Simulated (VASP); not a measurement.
C:

```
CELL_PARAMETERS angstrom
2.46100 0.00000 0.00000
-1.23050 2.13129 0.00000
0.00000 0.00000 9.39120
ATOMIC_POSITIONS crystal
C 0.00000 0.00000 0.25000
C 0.33333 0.66667 0.25000
C 0.00000 0.00000 0.75000
C 0.66667 0.33333 0.75000
```

The cell was built by a generator and needn't be a form met in nature.

Base run:

```yaml
Program: VASP 6.6.1
Functional: vdW-DF2
Potentials_or_basis: VASP PAW PBE potentials, release 64 (C)
Cutoff: 520 eV
k_mesh: 16 × 16 × 4
Occupations: fermi-dirac, width 0.05 eV
Spin: no spin polarisation
```

Its results: band gap on the k mesh 1.14 eV, direct; pressure 3.3 GPa.

Q: The run is repeated on the same cell with these changes: functional from vdW-DF2 to r2SCAN. What comes out?

A: Band gap on the k mesh 1.24 eV, direct; pressure -0.9 GPa.

Caveats: the PAW data sets were made with another functional, which shifts forces and pressure a little.

A k mesh can miss the band edges.

Not every run made on this cell is shown here.
